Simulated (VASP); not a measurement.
# CsPbCl3: lattice, stiffness and zone-centre modes

What lattice, stiffness and vibrations does CsPbCl3 have at one level of theory? The starting structure is a measured crystal structure from the Crystallography Open Database. All runs use LDA.

Method: Kohn-Sham DFT with plane waves and PAW; LDA, in VASP 6.6.1.

## (1) Set-up

Symmetry: Pm-3m, No. 221, cubic system. The conventional cell has a = 5.605 Å, b = 5.605 Å, c = 5.605 Å, α = 90.00°, β = 90.00°, γ = 90.00°. Nearest to Pb lie 6 Cl at 2.80 Å. Cs has 12 Cl at 3.96 Å nearest. Nearest to Cl lie 2 Pb at 2.80 Å and 4 Cs at 3.96 Å. Farther neighbours and most contacts between anions are not listed.

As a file:

```cif
data_structure
_symmetry_space_group_name_H-M 'P 1'
_symmetry_Int_Tables_number 1
_cell_length_a 5.6050
_cell_length_b 5.6050
_cell_length_c 5.6050
_cell_angle_alpha 90.000
_cell_angle_beta 90.000
_cell_angle_gamma 90.000
_cell_volume 176.09
loop_
_atom_site_label
_atom_site_type_symbol
_atom_site_fract_x
_atom_site_fract_y
_atom_site_fract_z
_atom_site_occupancy
Pb1 Pb 0.50000 0.50000 0.50000 1
Cs2 Cs 0.00000 0.00000 0.00000 1
Cl3 Cl 0.50000 0.50000 0.00000 1
Cl4 Cl 0.50000 0.00000 0.50000 1
Cl5 Cl 0.00000 0.50000 0.50000 1
```

## (2) Relaxation

This run starts from the cell of an earlier relaxation, which isn't shown; the restart sets up the plane waves anew.

The input, INCAR:

```
SYSTEM = CsPbCl3
PREC = Accurate
ENCUT = 500
EDIFF = 1E-07
NELM = 100
ISMEAR = 0
SIGMA = 0.03
LREAL = .FALSE.
ALGO = Normal
GGA = CA
NBANDS = 28
LORBIT = 11
LWAVE = .FALSE.
LCHARG = .FALSE.
KPAR = 8
IBRION = 2
NSW = 50
ISIF = 3
EDIFFG = -0.002
```

The input, POSCAR:

```
CsPbCl3
1.0
    5.5286026051      0.0000000000      0.0000000000
    0.0000000000      5.5286026051      0.0000000000
    0.0000000000      0.0000000000      5.5286026051
Pb Cs Cl
1 1 3
Direct
    0.5000000000      0.5000000000      0.5000000000
    0.0000000000      0.0000000000      0.0000000000
    0.5000000000      0.5000000000      0.0000000000
    0.5000000000      0.0000000000      0.5000000000
    0.0000000000      0.5000000000      0.5000000000
```

The input, KPOINTS:

```
Automatic mesh
0
Gamma
4 4 4
0 0 0
```

PAW data sets: Pb_d, Cs_sv and Cl (LDA family, release 64).

Launch:

```console
mpirun -np 8 vasp_std
```

What it wrote:

```text
[banner, memory and clock lines left out]
running    8 mpi-ranks, on    1 nodes
 distrk:  each k-point on    1 cores,    8 groups
 distr:  one band on    1 cores,    1 groups

 POSCAR found type information on POSCAR PbCsCl
 POSCAR found :  3 types and       5 ions
|                                                                             |
|           W    W    AA    RRRRR   N    N  II  N    N   GGGG   !!!           |
|           W    W   A  A   R    R  NN   N  II  NN   N  G    G  !!!           |
|           W    W  A    A  R    R  N N  N  II  N N  N  G       !!!           |
|           W WW W  AAAAAA  RRRRR   N  N N  II  N  N N  G  GGG   !            |
|           WW  WW  A    A  R   R   N   NN  II  N   NN  G    G                |
|           W    W  A    A  R    R  N    N  II  N    N   GGGG   !!!           |
|                                                                             |
|     For optimal performance we recommend to set                             |
|       NCORE = 2 up to number-of-cores-per-socket                            |
|     NCORE specifies how many cores store one orbital (NPAR=cpu/NCORE).      |
|     This setting can greatly improve the performance of VASP for DFT.       |
|     The default, NCORE=1 might be grossly inefficient on modern             |
|     multi-core architectures or massively parallel machines. Do your        |
|     Unfortunately you need to use the default for GW and RPA                |
|     calculations (for HF NCORE is supported but not extensively tested      |
|     yet).                                                                   |
|                                                                             |

 LDA part: xc-table for (Slater(with rela. corr.)+CA(PZ))
 , standard interpolation
 POSCAR, INCAR and KPOINTS ok, starting setup
 FFT: planning ... GRIDC
 FFT: planning ... GRID_SOFT
 FFT: planning ... GRID
 WAVECAR not read
 entering main loop
       N       E                     dE             d eps       ncg     rms          rms(c)
DAV:   1     0.411099383112E+03    0.41110E+03   -0.19373E+04   560   0.142E+03
DAV:   2     0.314200987507E+02   -0.37968E+03   -0.36630E+03   672   0.334E+02
DAV:   3    -0.180594190413E+02   -0.49480E+02   -0.48925E+02   672   0.129E+02
DAV:   4    -0.200828813140E+02   -0.20235E+01   -0.20169E+01   740   0.314E+01
DAV:   5    -0.201553446337E+02   -0.72463E-01   -0.72382E-01   748   0.547E+00    0.567E+00
DAV:   6    -0.194580085861E+02    0.69734E+00   -0.13839E+00   736   0.122E+01    0.370E+00
DAV:   7    -0.194064675060E+02    0.51541E-01   -0.47381E-01   852   0.416E+00    0.171E+00
DAV:   8    -0.194025049670E+02    0.39625E-02   -0.66422E-02   820   0.207E+00    0.266E-01
DAV:   9    -0.193999124706E+02    0.25925E-02   -0.12297E-02   832   0.927E-01    0.102E-01
DAV:  10    -0.193999959241E+02   -0.83453E-04   -0.10870E-03   712   0.214E-01    0.308E-02
DAV:  11    -0.193999948253E+02    0.10988E-05   -0.89128E-05   788   0.639E-02    0.112E-02
DAV:  12    -0.193999925412E+02    0.22841E-05   -0.15674E-05   708   0.576E-02    0.489E-03
DAV:  13    -0.193999925782E+02   -0.36984E-07   -0.17506E-06   796   0.107E-02    0.185E-03
DAV:  14    -0.193999925131E+02    0.65104E-07   -0.26237E-07   600   0.594E-03
   1 F= -.19399993E+02 E0= -.19399993E+02  d E =-.194000E+02
 curvature:   0.00 expect dE= 0.000E+00 dE for cont linesearch  0.000E+00
 trial: gam= 0.00000 g(F)=  0.000E+00 g(S)=  0.265E-08 ort = 0.000E+00 (trialstep = 0.100E+01)
 search vector abs. value=  0.275E-08
 reached required accuracy - stopping structural energy minimisation
```

Run time: 4.8 s. Hardware: 8 MPI ranks of Intel Xeon 6975P-C (Granite Rapids), shared host; peak memory 1.9 GiB.

The logs omit lines about the potential files and the build; timing stands in the text.

Parts of OUTCAR (step 2):

```text
ion  position               nearest neighbor table
   1  0.500  0.500  0.500-   3 2.76   4 2.76   5 2.76   3 2.76   4 2.76   5 2.76
   2  0.000  0.000  0.000-
   3  0.500  0.500  0.000-   1 2.76   1 2.76
   4  0.500  0.000  0.500-   1 2.76   1 2.76
   5  0.000  0.500  0.500-   1 2.76   1 2.76

  LATTYP: Found a simple cubic cell.
 ALAT       =     5.5286026051

 Subroutine GETGRP returns: Found 48 space group operations
 (whereof 48 operations were pure point group operations)

The static configuration has the point symmetry O_h .

 Found     10 irreducible k-points:

   k-points           NKPTS =     10   k-points in BZ     NKDIM =     10   number of bands    NBANDS=     28

   dimension x,y,z NGX =    40 NGY =   40 NGZ =   40
   dimension x,y,z NGXF=    80 NGYF=   80 NGZF=   80

   ENCUT  =  500.0 eV  36.75 Ry    6.06 a.u.  10.08 10.08 10.08*2*pi/ulx,y,z

   NELECT =      44.0000    total number of electrons

 k-points in reciprocal lattice and weights: Automatic mesh
   0.00000000  0.00000000  0.00000000       0.016
   0.25000000  0.00000000  0.00000000       0.094
   0.50000000  0.00000000  0.00000000       0.047
   0.25000000  0.25000000  0.00000000       0.188
   0.50000000  0.25000000  0.00000000       0.188
   0.50000000  0.50000000  0.00000000       0.047
   0.25000000  0.25000000  0.25000000       0.125
   0.50000000  0.25000000  0.25000000       0.188
   0.50000000  0.50000000  0.25000000       0.094
   0.50000000  0.50000000  0.50000000       0.016

 average (electrostatic) potential at core
       1 -95.0779       2 -47.9386       3 -97.2548       4 -97.2548       5 -97.2548

 E-fermi :   2.2916

 k-point     1 :       0.0000    0.0000    0.0000
  band No.  band energies     occupation
    ...
     18      -0.8402      2.00000
     19      -0.8402      2.00000
     20      -0.7052      2.00000
     21      -0.7052      2.00000
     22      -0.7052      2.00000
     23       4.8622      0.00000
     24       5.8134      0.00000
     25       5.8134      0.00000
     26       6.8050      0.00000
     27       6.8050      0.00000
    ...

 k-point     2 :       0.2500    0.0000    0.0000
  band No.  band energies     occupation
    ...
     18      -0.8959      2.00000
     19      -0.8959      2.00000
     20      -0.7717      2.00000
     21      -0.7717      2.00000
     22      -0.5860      2.00000
     23       5.4451      0.00000
     24       6.2578      0.00000
     25       6.2649      0.00000
     26       6.6971      0.00000
     27       7.0239      0.00000
    ...

 k-point     3 :       0.5000    0.0000    0.0000
  band No.  band energies     occupation
    ...
     18      -0.9438      2.00000
     19      -0.9438      2.00000
     20      -0.8450      2.00000
     21      -0.8450      2.00000
     22       0.2792      2.00000
     23       4.8858      0.00000
     24       6.2916      0.00000
     25       6.8300      0.00000
     26       7.1968      0.00000
     27       7.1968      0.00000
    ...

  Total        0.0003028      0.0003028      0.0003028     -0.0000000      0.0000000      0.0000000
  in kB        0.0028705      0.0028705      0.0028705     -0.0000000      0.0000000      0.0000000
  external PRESSURE =       0.0028705 kB  Pullay stress =       0.0000000 kB

  energy-cutoff  :      500.00
  volume of cell :      168.98
      direct lattice vectors                 reciprocal lattice vectors
     5.528602605  0.000000000  0.000000000     0.180877533  0.000000000  0.000000000
     0.000000000  5.528602605  0.000000000     0.000000000  0.180877533  0.000000000
     0.000000000  0.000000000  5.528602605     0.000000000  0.000000000  0.180877533

 POSITION                                       TOTAL-FORCE (eV/Angst)
 -----------------------------------------------------------------------------------
      2.76430      2.76430      2.76430         0.000000      0.000000      0.000000
      0.00000      0.00000      0.00000         0.000000      0.000000      0.000000
      2.76430      2.76430      0.00000         0.000000      0.000000      0.000000
      2.76430      0.00000      2.76430         0.000000      0.000000      0.000000
      0.00000      2.76430      2.76430         0.000000      0.000000      0.000000
 -----------------------------------------------------------------------------------
    total drift:                                0.000000      0.000000     -0.000000

  FREE ENERGIE OF THE ION-ELECTRON SYSTEM (eV)
  ---------------------------------------------------
  free  energy   TOTEN  =       -19.3999925131 eV

  energy  without entropy=      -19.3999925131  energy(sigma->0) =      -19.39999251

 reached required accuracy - stopping structural energy minimisation

 total charge
# of ion       s       p       d       tot
------------------------------------------
    1        1.517   0.482   9.863  11.862
    2        1.826   4.685   0.015   6.526
    3        1.597   3.503   0.000   5.101
    4        1.597   3.503   0.000   5.101
    5        1.597   3.503   0.000   5.101
--------------------------------------------------
tot          8.135  15.677   9.878  33.690

[... 3 further parts left out ...]
```

The run keeps the 48 symmetry operations of its start, so it cannot find a distortion of lower symmetry.

The relaxed cell holds 33.797 Å³ an atom, with a = 5.529 Å (-1.4 % against the database cell). Pressures at 0.985 and 1.015 times this volume, from two more relaxations that aren't shown, give a bulk modulus of 29.8 GPa.

## (3) Elastic constants

The input, INCAR:

```
SYSTEM = CsPbCl3
PREC = Accurate
ENCUT = 700
EDIFF = 1E-08
NELM = 100
ISMEAR = 0
SIGMA = 0.03
LREAL = .FALSE.
ALGO = Normal
GGA = CA
NBANDS = 28
LORBIT = 11
LWAVE = .FALSE.
LCHARG = .FALSE.
KPAR = 8
IBRION = 6
NFREE = 2
POTIM = 0.015
ISIF = 3
NSW = 1
```

POSCAR is that of step 2.

The input, KPOINTS:

```
Automatic mesh
0
Gamma
6 6 6
0 0 0
```

Launch:

```console
mpirun -np 8 vasp_std
```

What it wrote:

```text
[banner, memory and clock lines left out]
running    8 mpi-ranks, on    1 nodes
[...]
[... a notice as in an earlier step ...]

 LDA part: xc-table for (Slater(with rela. corr.)+CA(PZ))
 , standard interpolation
 POSCAR, INCAR and KPOINTS ok, starting setup
[...]
entering main loop
       N       E                     dE             d eps       ncg     rms          rms(c)
DAV:   1     0.468285188312E+03    0.46829E+03   -0.23132E+04  1120   0.183E+03
DAV:   2     0.482721352717E+02   -0.42001E+03   -0.40319E+03  1272   0.382E+02
DAV:   3    -0.167992749996E+02   -0.65071E+02   -0.63088E+02  1420   0.150E+02
DAV:   4    -0.200504834439E+02   -0.32512E+01   -0.32345E+01  1364   0.368E+01
[...]
DAV:  13    -0.194301702873E+02    0.21517E-07   -0.18678E-06  1544   0.907E-03    0.165E-03
DAV:  14    -0.194301702295E+02    0.57762E-07   -0.24795E-07  1628   0.479E-03    0.133E-03
DAV:  15    -0.194301702285E+02    0.95179E-09   -0.10618E-08   948   0.835E-04
   1 F= -.19430170E+02 E0= -.19430170E+02  d E =-.272767E-15
[...]
2 F= -.19421358E+02 E0= -.19421358E+02  d E =-.770115E-15
   3 F= -.19422352E+02 E0= -.19422352E+02  d E =-.490797E-20
   4 F= -.19421358E+02 E0= -.19421358E+02  d E =-.778018E-15
   5 F= -.19422352E+02 E0= -.19422352E+02  d E =-.490971E-20
   6 F= -.19421358E+02 E0= -.19421358E+02  d E =-.778232E-15
   7 F= -.19422352E+02 E0= -.19422352E+02  d E =-.491306E-20
   8 F= -.19429676E+02 E0= -.19429676E+02  d E =-.137660E-15
   9 F= -.19429676E+02 E0= -.19429676E+02  d E =-.138966E-15
  10 F= -.19429676E+02 E0= -.19429676E+02  d E =-.138818E-15
  11 F= -.19429676E+02 E0= -.19429676E+02  d E =-.138963E-15
  12 F= -.19429676E+02 E0= -.19429676E+02  d E =-.138808E-15
  13 F= -.19429676E+02 E0= -.19429676E+02  d E =-.138955E-15
  14 F= -.19429805E+02 E0= -.19429805E+02  d E =-.294037E-15
  15 F= -.19429805E+02 E0= -.19429805E+02  d E =-.293236E-15
  16 F= -.19430166E+02 E0= -.19430166E+02  d E =-.267085E-15
  17 F= -.19430166E+02 E0= -.19430166E+02  d E =-.267013E-15
  18 F= -.19430173E+02 E0= -.19430173E+02  d E =-.235634E-15
  19 F= -.19430173E+02 E0= -.19430173E+02  d E =-.235665E-15
  20 F= -.19429844E+02 E0= -.19429844E+02  d E =-.262700E-15
  21 F= -.19429844E+02 E0= -.19429844E+02  d E =-.262399E-15
 Finite differences progress:
  Degree of freedom:  10/ 10
  Displacement:        2/  2
  Total:              20/ 20
```

The job ended after 6.3 min (8 MPI ranks; peak memory 7.9 GiB; 50 min of CPU time).

Parts of OUTCAR (step 3):

```text
  Total       -0.0661100     -0.0661100     -0.0608936      0.0000000     -0.0000000      0.0000000
  in kB       -0.6268042     -0.6268042     -0.5773462      0.0000000     -0.0000000      0.0000000
  external PRESSURE =      -0.6103182 kB  Pullay stress =       0.0000000 kB

 POSITION                                       TOTAL-FORCE (eV/Angst)
 -----------------------------------------------------------------------------------
      2.76430      2.76430      2.76430         0.000000      0.000000     -0.040792
      0.00000      0.00000      0.00000        -0.000000      0.000000     -0.001632
      2.76430      2.76430     -0.01500        -0.000000      0.000000      0.043724
      2.76430      0.00000      2.76430         0.000000      0.000000     -0.000650
      0.00000      2.76430      2.76430        -0.000000      0.000000     -0.000650
 -----------------------------------------------------------------------------------
    total drift:                               -0.000013     -0.000000      0.000040

  FREE ENERGIE OF THE ION-ELECTRON SYSTEM (eV)
  ---------------------------------------------------
  free  energy   TOTEN  =       -19.4298439596 eV

  energy  without entropy=      -19.4298439596  energy(sigma->0) =      -19.42984396

[... 3 further parts left out ...]
[key lines of the parts left out:]
E-fermi :   2.2780
```

The last energy, forces and stress in OUTCAR belong to the last displaced cell, not to that of POSCAR.

The elastic tensor has C11 = 70.2, C12 = 8.8, C44 = 4.2 GPa; its Hill averages are a bulk modulus of 29.3 and a shear modulus of 10.6 GPa.

## (4) Modes of the relaxed cell

The input, INCAR:

```
SYSTEM = CsPbCl3
PREC = Accurate
ENCUT = 500
EDIFF = 1E-08
NELM = 100
ISMEAR = 0
SIGMA = 0.03
LREAL = .FALSE.
ALGO = Normal
GGA = CA
NBANDS = 28
LORBIT = 11
LWAVE = .FALSE.
LCHARG = .FALSE.
KPAR = 8
IBRION = 8
LEPSILON = .TRUE.
LPEAD = .TRUE.
ISIF = 2
```

POSCAR is that of step 3.

KPOINTS is that of step 3.

Launch:

```console
mpirun -np 8 vasp_std
```

What it wrote:

```text
[... set-up lines as in an earlier step ...]
 entering main loop
       N       E                     dE             d eps       ncg     rms          rms(c)
DAV:   1     0.410754455243E+03    0.41075E+03   -0.19010E+04  1120   0.141E+03
DAV:   2     0.317319371135E+02   -0.37902E+03   -0.36499E+03  1320   0.333E+02
DAV:   3    -0.182079638346E+02   -0.49940E+02   -0.49526E+02  1412   0.128E+02
DAV:   4    -0.201171962638E+02   -0.19092E+01   -0.19039E+01  1492   0.307E+01
[...]
DAV:  13    -0.194293415999E+02    0.53275E-07   -0.18549E-06  1584   0.970E-03    0.179E-03
DAV:  14    -0.194293415477E+02    0.52218E-07   -0.21927E-07  1620   0.458E-03    0.149E-03
DAV:  15    -0.194293415445E+02    0.32383E-08   -0.11049E-08   900   0.913E-04
   1 F= -.19429342E+02 E0= -.19429342E+02  d E =-.244673E-17
 Linear response reoptimize wavefunctions to high precision
DAV:   1    -0.194293415442E+02    0.27376E-09   -0.83919E-09  1196   0.847E-04
DAV:   2    -0.194293415443E+02   -0.95497E-10   -0.92032E-10   772   0.205E-04
 Linear response to external field (no local field effect), progress :
[...]
RMM:  13    -0.199336214155E+00   -0.18171E-08   -0.31829E-08  6943   0.105E-04    0.381E-06
 first order change of Fermi-energy   0.62413E-02
 force on displaced ion       3 direction 1 :  -0.006   0.000   0.000
 Born effective charge ion    3 direction 1 :  -0.698   0.000   0.000
 Linear response progress:
  Degree of freedom:   4/  4
       N       E                     dE             d eps       ncg     rms          rms(c)
RMM:   1    -0.204877698009E+00   -0.20488E+00   -0.51563E-03  4463   0.183E+00
RMM:   2    -0.199212406409E+00    0.56653E-02   -0.71319E-03  3706   0.545E-01    0.162E-01
RMM:   3    -0.199915468615E+00   -0.70306E-03   -0.12853E-03  3809   0.211E-01    0.671E-02
RMM:   4    -0.200505678715E+00   -0.59021E-03   -0.26100E-04  3722   0.897E-02    0.115E-02
[...]
RMM:  11    -0.200559759199E+00    0.23587E-06    0.22531E-08  4212   0.198E-04    0.255E-05
RMM:  12    -0.200559741222E+00    0.17977E-07   -0.10354E-07  4366   0.132E-04    0.814E-06
RMM:  13    -0.200559750271E+00   -0.90487E-08   -0.89012E-08  4300   0.101E-04    0.335E-06
 first order change of Fermi-energy   0.14255E-02
 force on displaced ion       3 direction 3 :   0.000  -0.000  -2.924
 Born effective charge ion    3 direction 3 :   0.000   0.000  -3.949
 Born effective charges drift removed
 Linear response finished
```

Run time: 2.4 min. Hardware: 8 MPI ranks; peak memory 6.9 GiB.

From OUTCAR (step 4):

```text
  Total       -0.1213990     -0.1213990     -0.1213990      0.0000000      0.0000000     -0.0000000
  in kB       -1.1510111     -1.1510111     -1.1510111      0.0000000      0.0000000     -0.0000000
  external PRESSURE =      -1.1510111 kB  Pullay stress =       0.0000000 kB

 POSITION                                       TOTAL-FORCE (eV/Angst)
 -----------------------------------------------------------------------------------
      2.76430      2.76430      2.76430         0.000000      0.000000      0.000000
      0.00000      0.00000      0.00000         0.000000      0.000000      0.000000
      2.76430      2.76430      0.00000         0.000000      0.000000      0.000000
      2.76430      0.00000      2.76430         0.000000      0.000000      0.000000
      0.00000      2.76430      2.76430         0.000000      0.000000      0.000000
 -----------------------------------------------------------------------------------
    total drift:                               -0.000000      0.000000     -0.000000

 MACROSCOPIC STATIC DIELECTRIC TENSOR (including local field effects in DFT)
 ------------------------------------------------------
           4.312960     0.000000     0.000000
          -0.000000     4.312960    -0.000000
          -0.000000    -0.000000     4.312960
 ------------------------------------------------------

 MACROSCOPIC STATIC DIELECTRIC TENSOR IONIC CONTRIBUTION
 ------------------------------------------------------
           6.092871     0.000000     0.000000
           0.000000     6.092871    -0.000000
           0.000000    -0.000000     6.092871
 ------------------------------------------------------

[... 2 parts as in an earlier step ...]
```

The zone-centre modes at 33.797 Å³ an atom are T1u (3) 160.8, T1u (2) 43.1, T2u -14.3, T1u (1) -27.9 cm⁻¹.

(Part 1 of 2 ends here.)

[Lines on the potential files, build, host, timing and source positions are cut from VASP's logs without a mark.]

[Logs are printed without paths, hosts, clocks, repeated set-up lines and the standing remarks that a program may print on its own settings, such as how far it seeks lower states.]

[Hosts, paths, dates, database ids (printed as entryN), source tags and the programs' standing remarks are cut or masked in the printed files.]
